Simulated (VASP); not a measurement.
Output of a VASP run:

OSZICAR:
```
       N       E                     dE             d eps       ncg     rms          rms(c)
DAV:   1     0.279315041725E+02    0.27932E+02   -0.58895E+03  1696   0.143E+03
DAV:   2    -0.266564038306E+02   -0.54588E+02   -0.51875E+02  1694   0.218E+02
DAV:   3    -0.280588822196E+02   -0.14025E+01   -0.13919E+01  2002   0.464E+01
DAV:   4    -0.280804312866E+02   -0.21549E-01   -0.21543E-01  2028   0.509E+00
DAV:   5    -0.280811542204E+02   -0.72293E-03   -0.72292E-03  1880   0.932E-01    0.125E+01
DAV:   6    -0.282551848785E+02   -0.17403E+00   -0.56111E+01  1846   0.139E+02    0.153E+01
DAV:   7    -0.255131491863E+02    0.27420E+01   -0.16734E+01  1860   0.808E+01    0.170E+00
DAV:   8    -0.254666456325E+02    0.46504E-01   -0.58032E-01  1776   0.987E+00    0.144E+00
DAV:   9    -0.255022503668E+02   -0.35605E-01   -0.43292E-01  1732   0.942E+00    0.368E-01
DAV:  10    -0.254407359906E+02    0.61514E-01   -0.22915E-01  1694   0.553E+00    0.232E-01
DAV:  11    -0.254392755445E+02    0.14604E-02   -0.61333E-03  1800   0.123E+00    0.122E-01
DAV:  12    -0.254397592252E+02   -0.48368E-03   -0.50759E-03  1690   0.102E+00    0.488E-02
DAV:  13    -0.254390594288E+02    0.69980E-03   -0.39340E-03  1680   0.939E-01    0.226E-02
DAV:  14    -0.254389731590E+02    0.86270E-04   -0.87345E-04  1680   0.456E-01    0.195E-02
DAV:  15    -0.254389264239E+02    0.46735E-04   -0.15278E-04  1708   0.167E-01    0.176E-02
DAV:  16    -0.254389307568E+02   -0.43330E-05   -0.55533E-05  1752   0.929E-02    0.107E-02
DAV:  17    -0.254389276811E+02    0.30757E-05   -0.93436E-05  1684   0.126E-01    0.123E-03
DAV:  18    -0.254389248771E+02    0.28040E-05   -0.52886E-06  1754   0.332E-02    0.224E-03
DAV:  19    -0.254389247813E+02    0.95845E-07   -0.22219E-08  1202   0.198E-03
   1 F= -.25438925E+02 E0= -.25438973E+02  d E =0.144732E-03
```

File OUTCAR:
```
------------------------ aborting loop because EDIFF is reached ----------------------------------------
  FORCE on cell =-STRESS in cart. coord.  units (eV):
  Direction    XX          YY          ZZ          XY          YZ          ZX
  --------------------------------------------------------------------------------------
  Total        0.0046614      0.0046614      0.0046614      0.0000000     -0.0000000      0.0000000
  in kB        0.3239822      0.3239822      0.3239822      0.0000000     -0.0000000      0.0000000
  external PRESSURE =       0.3239822 kB  Pullay stress =       0.0000000 kB
  volume of cell :       23.05
      direct lattice vectors                 reciprocal lattice vectors
     2.846012350  0.000000000  0.000000000     0.351368820  0.000000000  0.000000000
     0.000000000  2.846012350  0.000000000     0.000000000  0.351368820  0.000000000
     0.000000000  0.000000000  2.846012350     0.000000000  0.000000000  0.351368820
 POSITION                                       TOTAL-FORCE (eV/Angst)
 -----------------------------------------------------------------------------------
      1.42301      1.42301      1.42301         0.000000      0.000000      0.000000
      0.00000      0.00000      0.00000         0.000000      0.000000      0.000000
 -----------------------------------------------------------------------------------
    total drift:                                0.000000      0.000000      0.000000
  FREE ENERGIE OF THE ION-ELECTRON SYSTEM (eV)
  ---------------------------------------------------
  free  energy   TOTEN  =       -25.4389247813 eV

  energy  without entropy=      -25.4390695133  energy(sigma->0) =      -25.43897303
```
(Selected blocks of OUTCAR.)

File POSCAR:
```
NiAl
1
    2.8460123495     0.0000000000     0.0000000000
    0.0000000000     2.8460123495     0.0000000000
    0.0000000000     0.0000000000     2.8460123495
Al Ni
1 1
Direct
  0.5000000000   0.5000000000   0.5000000000
  0.0000000000   0.0000000000   0.0000000000
```

Write an INCAR and KPOINTS that could have produced this output.

Several could match; the one computed here: the input of the run itself, SCAN meta-GGA, plane waves, VASP's PBE PAW potentials (set 64).

### KPOINTS
```
Automatic mesh
0
Gamma
13 13 13
0 0 0
```

**INCAR**
```
SYSTEM=NiAl
PREC=Accurate; ENCUT=520; LREAL=.FALSE.
LASPH=.TRUE.
EDIFF=1E-7; NELM=100; ALGO=Normal
LMAXMIX=4; LMIXTAU=.TRUE.
ISMEAR=1; SIGMA=0.1
METAGGA=SCAN
ISIF=2
LWAVE=.FALSE.; LCHARG=.FALSE.
```

POTCAR, in this order: Al Ni (PBE.64 set). Program: vasp_std.

The compound is NiAl in the CsCl type structure. It was relaxed first. The run is not spin-polarised, so no magnetic state was tried. The electron count is odd and the run is not spin-polarised, which forces a metal.
